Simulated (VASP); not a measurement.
Data:

```
CELL_PARAMETERS angstrom
      0.00000     2.59172     2.59172
      2.59172     0.00000     2.59172
      2.59172     2.59172     0.00000
ATOMIC_POSITIONS crystal
  Mg 0.00000 0.00000 0.00000
  S  0.50000 0.50000 0.50000
```

Calculation: SCAN meta-GGA, VASP's PBE PAW potentials (set 64) (plane waves; VASP). Settings: 520 eV cut-off, 10×10×10 Γ-centred mesh, tetrahedra with Blöchl corrections, potentials Mg S.

Problem. Give the energies of bands 2 to 7 at the high-symmetry points, in eV from the valence-band maximum.

Solution. 
| band | Γ | X | U | L | W |
|---|---|---|---|---|---|
| 2 | 0.00 | -4.32 | -3.81 | -4.93 | -3.33 |
| 3 | 0.00 | -1.75 | -3.25 | -0.63 | -3.33 |
| 4 | 0.00 | -1.75 | -1.42 | -0.63 | -2.38 |
| 5 | 4.71 | 3.44 | 4.55 | 5.25 | 5.93 |
| 6 | 8.56 | 4.92 | 7.36 | 7.53 | 8.66 |
| 7 | 8.56 | 13.23 | 10.49 | 7.53 | 8.66 |

The gap is indirect, 3.44 eV, from the valence maximum at Γ to the conduction minimum at X.

The compound is MgS in the rock salt structure. It was relaxed first.
